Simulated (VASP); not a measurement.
A run of VASP 6.6.1 is set up as follows.

Contents of INCAR:

```
SYSTEM = PmO
PREC = Accurate
ENCUT = 520
EDIFF = 1E-6
ISMEAR = 0
SIGMA = 0.05
LREAL = .False.
LASPH = .True.
NELM = 150
ALGO = Normal
ISIF = 2
LWAVE = .False.
LCHARG = .False.
ISPIN = 2
MAGMOM = 0 0
LORBIT = 11
LMAXMIX = 6
GGA = PE
NBANDS = 22
```

File KPOINTS:

```
regular mesh
0
Gamma
  7 7 6
  0 0 0
```

File POSCAR:

```
PmO
1.0
    3.1559110400      0.0000000000      0.0000000000
   -1.5779555200      2.7330991300      0.0000000000
    0.0000000000      0.0000000000      3.0800128100
Pm O
1 1
Direct
    0.0000000000      0.0000000000      0.0000000000
    0.6666666667      0.3333333333      0.5000000000
```

Potentials or basis: VASP PAW PBE potentials, release 64 (Pm, O).

Run with:

```console
$ cat potpaw_PBE.64/Pm/POTCAR potpaw_PBE.64/O/POTCAR > POTCAR
$ mpirun -np 1 vasp_std > vasp.out
```

What does it give for the pressure?

18.8 GPa.

Predict the net moment.

-0.24 μB per cell.

Stress tensor (GPa, compression positive):
```
20.18  0.00  0.00
 0.00 20.18  0.00
 0.00  0.00 15.92
```

Caveat: the magnetic or orbital state may not be the lowest; so large a pressure means that the cell lies far from this level's equilibrium, or that cutoff or potentials fall short.
